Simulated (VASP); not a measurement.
# A VASP study of FeSi2 (Linzhiite) (rev-vdW-DF2 + U): structure first, properties next, part 3 of 10

Wanted: the relaxed cell of FeSi2 (Linzhiite) and its properties. The start is a cell from a database of measured crystal structures.

VASP 6.6.1, plane waves and PAW; the level of theory is named at each step.

Still holding for the runs below: A U on the itinerant d states of such a compound is hard to justify; it moves the bands at the Fermi level and favours large moments.

So far, pressure (GPa): step 2 (magnetic order: ferromagnetic) 12.1; step 3 (magnetic order: antiferromagnetic, q = (0, 0, 1/2)) 11.1.

### 4. Magnetic order: antiferromagnetic, q = (1/2, 1/2, 1/2)

Level of this step: rev-vdW-DF2, DFT+U (Fe d 5 eV), spin-polarised from an antiferromagnetic start; plane waves and PAW (Fe, Si) (VASP).

Next, a pattern with opposite moments, which needs a doubled cell; q is given in the reciprocal vectors of the primitive cell.

INCAR

```
SYSTEM = FeSi2
PREC = Accurate
ENCUT = 400
EDIFF = 1E-06
NELM = 100
ISMEAR = 0
SIGMA = 0.05
LREAL = .FALSE.
ALGO = Normal
GGA = MK
AGGAC = 0
LUSE_VDW = .TRUE.
PARAM1 = 0.1234
PARAM2 = 0.711357
ZAB_VDW = -1.8867
LASPH = .TRUE.
NBANDS = 25
ISPIN = 2
MAGMOM = 3 -3 0 0 0 0
LDAU = .TRUE.
LDAUTYPE = 2
LDAUL = 2 -1
LDAUU = 5 0
LDAUJ = 0 0
LDAUPRINT = 1
LMAXMIX = 4
LORBIT = 11
LWAVE = .FALSE.
LCHARG = .FALSE.
KPAR = 8
ISIF = 2
```

POSCAR

```
FeSi2
1.0
    5.3920000000      0.0000000000      0.0000000000
    2.6960000000      2.6960000000      0.0000000000
    2.6960000000      0.0000000000      5.1470000000
Fe Si
2 4
Direct
    0.0000000000      0.5000000000      0.0000000000
    0.5000000000      0.5000000000      0.0000000000
    0.8641500000      0.0000000000      0.2717000000
    0.3641500000      0.0000000000      0.2717000000
    0.6358500000      0.0000000000      0.7283000000
    0.1358500000      0.0000000000      0.7283000000
```

KPOINTS

```
Automatic mesh
0
Gamma
8 8 8
0 0 0
```

Potentials, in the order of the species: Fe and Si (PBE family, release 64).

Launch:

```sh
$ mpirun -np 8 vasp_std
```

The log of the run:

```text
[... set-up lines as in an earlier step ...]
 entering main loop
       N       E                     dE             d eps       ncg     rms          rms(c)
DAV:   1     0.176420880315E+03    0.17642E+03   -0.11049E+04  5900   0.106E+03
DAV:   2    -0.119457803395E+02   -0.18837E+03   -0.17555E+03  5903   0.258E+02
DAV:   3    -0.234757766042E+02   -0.11530E+02   -0.10912E+02  7806   0.764E+01
DAV:   4    -0.238724276862E+02   -0.39665E+00   -0.39411E+00  7397   0.135E+01
DAV:   5    -0.238883415937E+02   -0.15914E-01   -0.15902E-01  8416   0.260E+00    0.248E+01
DAV:   6    -0.266280364168E+02   -0.27397E+01   -0.32945E+01  8191   0.107E+02    0.212E+01
DAV:   7    -0.222109335018E+02    0.44171E+01   -0.17619E+01  7902   0.925E+01    0.871E+00
DAV:   8    -0.224852642380E+02   -0.27433E+00   -0.17646E+00  7827   0.812E+00    0.447E+00
DAV:   9    -0.225053175743E+02   -0.20053E-01   -0.22204E-01  9094   0.679E+00    0.142E+00
DAV:  10    -0.225623248970E+02   -0.57007E-01   -0.57374E-02 10203   0.308E+00    0.689E-01
DAV:  11    -0.225996543254E+02   -0.37329E-01   -0.35796E-02  9443   0.206E+00    0.333E-01
DAV:  12    -0.226058084101E+02   -0.61541E-02   -0.59896E-03  8815   0.101E+00    0.207E-01
DAV:  13    -0.226078504092E+02   -0.20420E-02   -0.18142E-03  9110   0.504E-01    0.892E-02
DAV:  14    -0.226084301171E+02   -0.57971E-03   -0.79528E-04  9393   0.315E-01    0.432E-02
DAV:  15    -0.226084868354E+02   -0.56718E-04   -0.97065E-05  8945   0.999E-02    0.236E-02
DAV:  16    -0.226085005361E+02   -0.13701E-04   -0.47861E-05  9681   0.858E-02    0.126E-02
DAV:  17    -0.226085043910E+02   -0.38548E-05   -0.83116E-06  7981   0.275E-02    0.379E-03
DAV:  18    -0.226085057673E+02   -0.13763E-05   -0.72466E-07  3735   0.114E-02    0.187E-03
DAV:  19    -0.226085059226E+02   -0.15533E-06   -0.27136E-07  3322   0.596E-03
   1 F= -.22608506E+02 E0= -.22608242E+02  d E =-.526903E-03  mag=    -0.0000
```

Wall time 2.4 min (8 MPI ranks of Intel Xeon 6975P-C (Granite Rapids), shared host); peak memory 4.5 GiB; 16 min of CPU time.

From OUTCAR (step 4):

```text
  LATTYP: Found a body centered tetragonal cell.
 ALAT       =     3.8127197642
 C/A-ratio  =     2.6999099427

The static configuration has the point symmetry D_4h.

 Found     59 irreducible k-points:

   k-points           NKPTS =     59   k-points in BZ     NKDIM =     59   number of bands    NBANDS=     25

   dimension x,y,z NGX =    36 NGY =   28 NGZ =   40
   dimension x,y,z NGXF=    72 NGYF=   56 NGZF=   80

   ENCUT  =  400.0 eV  29.40 Ry    5.42 a.u.   8.79  6.22  9.48*2*pi/ulx,y,z

   NELECT =      32.0000    total number of electrons

atom =   1  type =  1  l = 2

 onsite density matrix

spin component  1

  0.8539 -0.0000 -0.0000 -0.0000 -0.0000
 -0.0000  0.8570  0.0000  0.0000 -0.0000
 -0.0000  0.0000  0.8628 -0.0000  0.0000
 -0.0000  0.0000 -0.0000  0.8570  0.0000
 -0.0000 -0.0000  0.0000  0.0000  0.8365

spin component  2

  0.7982 -0.0000  0.0000  0.0000  0.0000
 -0.0000  0.6720 -0.0000 -0.0000  0.0000
  0.0000 -0.0000  0.2845  0.0000  0.0000
  0.0000 -0.0000  0.0000  0.6720 -0.0000
  0.0000  0.0000  0.0000 -0.0000  0.1451

 occupancies and eigenvectors

  o =  0.1451  v =  0.0000  0.0000  0.0000  0.0000  0.0000  0.0000  0.0000 -0.0000 -0.0000  1.0000      0.0000  0.0000  0.0000  0.0000  0.0000  0.0000  0.0000  0.0000  0.0000  0.0000
  o =  0.2845  v =  0.0000  0.0000  0.0000  0.0000  0.0000  0.0000 -0.0000 -1.0000 -0.0000 -0.0000      0.0000  0.0000  0.0000  0.0000  0.0000  0.0000  0.0000  0.0000  0.0000  0.0000
  o =  0.6720  v =  0.0000  0.0000  0.0000  0.0000  0.0000  0.0000 -0.9995  0.0000  0.0301  0.0000      0.0000  0.0000  0.0000  0.0000  0.0000  0.0000  0.0000  0.0000  0.0000  0.0000
  o =  0.6720  v =  0.0000  0.0000  0.0000  0.0000  0.0000  0.0000  0.0301 -0.0000  0.9995  0.0000      0.0000  0.0000  0.0000  0.0000  0.0000  0.0000  0.0000  0.0000  0.0000  0.0000
  o =  0.7982  v =  0.0000  0.0000  0.0000  0.0000  0.0000  1.0000  0.0000  0.0000  0.0000  0.0000      0.0000  0.0000  0.0000  0.0000  0.0000  0.0000  0.0000  0.0000  0.0000  0.0000
  o =  0.8365  v =  0.0000  0.0000  0.0000  0.0000 -1.0000  0.0000  0.0000  0.0000  0.0000  0.0000      0.0000  0.0000  0.0000  0.0000  0.0000  0.0000  0.0000  0.0000  0.0000  0.0000
  o =  0.8539  v =  1.0000  0.0000  0.0000  0.0000  0.0000  0.0000  0.0000  0.0000  0.0000  0.0000      0.0000  0.0000  0.0000  0.0000  0.0000  0.0000  0.0000  0.0000  0.0000  0.0000
  o =  0.8570  v =  0.0000  0.9938  0.0000 -0.1115  0.0000  0.0000  0.0000  0.0000  0.0000  0.0000      0.0000  0.0000  0.0000  0.0000  0.0000  0.0000  0.0000  0.0000  0.0000  0.0000
  o =  0.8570  v =  0.0000 -0.1115  0.0000 -0.9938 -0.0000  0.0000  0.0000  0.0000  0.0000  0.0000      0.0000  0.0000  0.0000  0.0000  0.0000  0.0000  0.0000  0.0000  0.0000  0.0000
  o =  0.8628  v =  0.0000  0.0000 -1.0000 -0.0000 -0.0000  0.0000  0.0000  0.0000  0.0000  0.0000      0.0000  0.0000  0.0000  0.0000  0.0000  0.0000  0.0000  0.0000  0.0000  0.0000

atom =   2  type =  1  l = 2

 onsite density matrix

spin component  1

  0.7982 -0.0000  0.0000 -0.0000  0.0000
 -0.0000  0.6720 -0.0000 -0.0000  0.0000
  0.0000 -0.0000  0.2845  0.0000  0.0000
 -0.0000 -0.0000  0.0000  0.6720  0.0000
  0.0000  0.0000  0.0000  0.0000  0.1451

spin component  2

  0.8539  0.0000  0.0000  0.0000 -0.0000
  0.0000  0.8570 -0.0000  0.0000 -0.0000
  0.0000 -0.0000  0.8628 -0.0000  0.0000
  0.0000  0.0000 -0.0000  0.8570 -0.0000
 -0.0000 -0.0000  0.0000 -0.0000  0.8365

 occupancies and eigenvectors

  o =  0.1451  v =  0.0000 -0.0000  0.0000 -0.0000 -1.0000  0.0000  0.0000  0.0000  0.0000  0.0000      0.0000  0.0000  0.0000  0.0000  0.0000  0.0000  0.0000  0.0000  0.0000  0.0000
  o =  0.2845  v =  0.0000  0.0000  1.0000 -0.0000  0.0000  0.0000  0.0000  0.0000  0.0000  0.0000      0.0000  0.0000  0.0000  0.0000  0.0000  0.0000  0.0000  0.0000  0.0000  0.0000
  o =  0.6720  v =  0.0000 -0.8766  0.0000  0.4813  0.0000  0.0000  0.0000  0.0000  0.0000  0.0000      0.0000  0.0000  0.0000  0.0000  0.0000  0.0000  0.0000  0.0000  0.0000  0.0000
  o =  0.6720  v =  0.0000 -0.4813 -0.0000 -0.8766  0.0000  0.0000  0.0000  0.0000  0.0000  0.0000      0.0000  0.0000  0.0000  0.0000  0.0000  0.0000  0.0000  0.0000  0.0000  0.0000
  o =  0.7982  v =  1.0000  0.0000  0.0000  0.0000  0.0000  0.0000  0.0000  0.0000  0.0000  0.0000      0.0000  0.0000  0.0000  0.0000  0.0000  0.0000  0.0000  0.0000  0.0000  0.0000
  o =  0.8365  v =  0.0000  0.0000  0.0000  0.0000  0.0000  0.0000 -0.0000 -0.0000  0.0000 -1.0000      0.0000  0.0000  0.0000  0.0000  0.0000  0.0000  0.0000  0.0000  0.0000  0.0000
  o =  0.8539  v =  0.0000  0.0000  0.0000  0.0000  0.0000  1.0000  0.0000  0.0000  0.0000  0.0000      0.0000  0.0000  0.0000  0.0000  0.0000  0.0000  0.0000  0.0000  0.0000  0.0000
  o =  0.8570  v =  0.0000  0.0000  0.0000  0.0000  0.0000  0.0000  0.9922 -0.0000  0.1248 -0.0000      0.0000  0.0000  0.0000  0.0000  0.0000  0.0000  0.0000  0.0000  0.0000  0.0000
  o =  0.8570  v =  0.0000  0.0000  0.0000  0.0000  0.0000  0.0000 -0.1248  0.0000  0.9922  0.0000      0.0000  0.0000  0.0000  0.0000  0.0000  0.0000  0.0000  0.0000  0.0000  0.0000
  o =  0.8628  v =  0.0000  0.0000  0.0000  0.0000  0.0000  0.0000  0.0000  1.0000 -0.0000 -0.0000      0.0000  0.0000  0.0000  0.0000  0.0000  0.0000  0.0000  0.0000  0.0000  0.0000

 E-fermi :   9.9628

 spin component 1
 k-point     1 :       0.0000    0.0000    0.0000
  band No.  band energies     occupation
    ...
     11       6.5654      1.00000
     12       7.3132      1.00000
     13       7.3133      1.00000
     14       7.8552      1.00000
     15       9.6968      1.00000
     16       9.9644      0.48153
     17       9.9646      0.47989
     18      11.1154      0.00000
     19      11.5697      0.00000
     20      11.8545      0.00000
    ...

 k-point     2 :       0.1250    0.0000   -0.0000
  band No.  band energies     occupation
    ...
     12       7.2438      1.00000
     13       7.4097      1.00000
     14       7.7575      1.00000
     15       9.3793      1.00000
     16       9.8195      0.99997
     17      10.0811      0.00041
     18      11.3683      0.00000
     19      12.1076      0.00000
     20      12.3030      0.00000
     21      13.6362      0.00000
    ...

 k-point     3 :       0.2500    0.0000   -0.0000
  band No.  band energies     occupation
    ...
     12       7.1164      1.00000
     13       7.3781      1.00000
     14       7.7107      1.00000
     15       9.0179      1.00000
     16       9.8403      0.99974
     17      10.2738      0.00000
     18      10.9360      0.00000
     19      12.2588      0.00000
     20      12.6717      0.00000
     21      12.8763      0.00000
    ...

 k-point     4 :       0.3750    0.0000   -0.0000
  band No.  band energies     occupation
    ...
     13       7.2965      1.00000
     14       8.0271      1.00000
     15       9.1404      1.00000
     16       9.5357      1.00000
     17       9.7979      1.00000
     18      11.2679      0.00000
     19      11.5476      0.00000
     20      12.3656      0.00000
     21      12.4563      0.00000
     22      13.1268      0.00000
    ...

Total vdW correction in eV:      3.8496687

  Total        2.3758140      2.3758140      1.8739207      0.0000000     -0.0000000     -0.0000000
  in kB       50.8743734     50.8743734     40.1271077      0.0000000     -0.0000000     -0.0000000
  external PRESSURE =      47.2919515 kB  Pullay stress =       0.0000000 kB

  energy-cutoff  :      400.00
  volume of cell :       74.82
      direct lattice vectors                 reciprocal lattice vectors
     5.392000000  0.000000000  0.000000000     0.185459941 -0.185459941 -0.097143967
     2.696000000  2.696000000  0.000000000     0.000000000  0.370919881  0.000000000
     2.696000000  0.000000000  5.147000000     0.000000000  0.000000000  0.194287935

 POSITION                                       TOTAL-FORCE (eV/Angst)
 -----------------------------------------------------------------------------------
      1.34800      1.34800      0.00000         0.000000     -0.000000     -0.000000
      4.04400      1.34800      0.00000        -0.000000     -0.000000     -0.000000
      5.39200      0.00000      1.39844        -0.000000     -0.000000      0.427159
      2.69600      0.00000      1.39844        -0.000000      0.000000      0.427159
      5.39200      0.00000      3.74856         0.000000      0.000000     -0.427159
      2.69600      0.00000      3.74856         0.000000      0.000000     -0.427159
 -----------------------------------------------------------------------------------
    total drift:                                0.000000      0.000000     -0.000000

  FREE ENERGIE OF THE ION-ELECTRON SYSTEM (eV)
  ---------------------------------------------------
  free  energy   TOTEN  =       -22.6085059226 eV

  energy  without entropy=      -22.6079790192  energy(sigma->0) =      -22.60824247

Total vdW correction in eV:      3.8496659

 total charge
# of ion       s       p       d       tot
------------------------------------------
    1        0.458   0.691   6.794   7.943
    2        0.458   0.691   6.794   7.943
    3        0.732   0.896   0.000   1.628
    4        0.732   0.896   0.000   1.628
    5        0.732   0.896   0.000   1.628
    6        0.732   0.896   0.000   1.628
--------------------------------------------------
tot          3.844   4.967  13.588  22.399

 magnetization (x)
# of ion       s       p       d       tot
------------------------------------------
    1        0.019   0.046   1.693   1.758
    2       -0.019  -0.046  -1.693  -1.758
    3        0.000   0.000   0.000   0.000
    4        0.000   0.000   0.000   0.000
    5        0.000   0.000   0.000   0.000
    6        0.000   0.000   0.000   0.000
--------------------------------------------------
tot          0.000   0.000   0.000   0.000

[... 1 part as in an earlier step ...]

[... 6 further parts left out ...]
```

At this level the cell is under a pressure of 4.7 GPa, so at these settings it is away from equilibrium.

Numbers from this step:

```yaml
scf_cycles: 19
irreducible_k_points: 59
free_energy_toten: -22.61 eV
energy_at_zero_smearing: -22.61 eV
fermi_energy: 9.963 eV
pressure: 4.729 GPa
```

Spin moment in the PAW sphere by atom:

```csv
atom,spin moment in the PAW sphere (μB)
Fe1,1.76
Fe2,-1.76
Si3,0.00
Si4,0.00
Si5,0.00
Si6,0.00
```

Force by atom:

```csv
atom,x (eV/Å),y (eV/Å),z (eV/Å),size
Fe1,0.000,0.000,0.000,0.000
Fe2,0.000,0.000,0.000,0.000
Si3,0.000,0.000,0.427,0.427
Si4,0.000,0.000,0.427,0.427
Si5,0.000,0.000,-0.427,0.427
Si6,0.000,0.000,-0.427,0.427
```

The energy lies -31.6 meV an atom from the first pattern. The run ends antiferromagnetic with a largest moment of 1.76 μB, and the mesh shows no gap.

[end of part 3 of 10]

[Lines on the potential files, build, host, timing and source positions are cut from VASP's logs without a mark.]

[Logs are printed without paths, hosts, clocks, repeated set-up lines and the standing remarks that a program may print on its own settings, such as how far it seeks lower states.]

[Hosts, paths, dates, database ids (printed as entryN), source tags and the programs' standing remarks are cut or masked in the printed files.]

[A measured line is paired with the nearest computed mode of its activity, which favours agreement.]
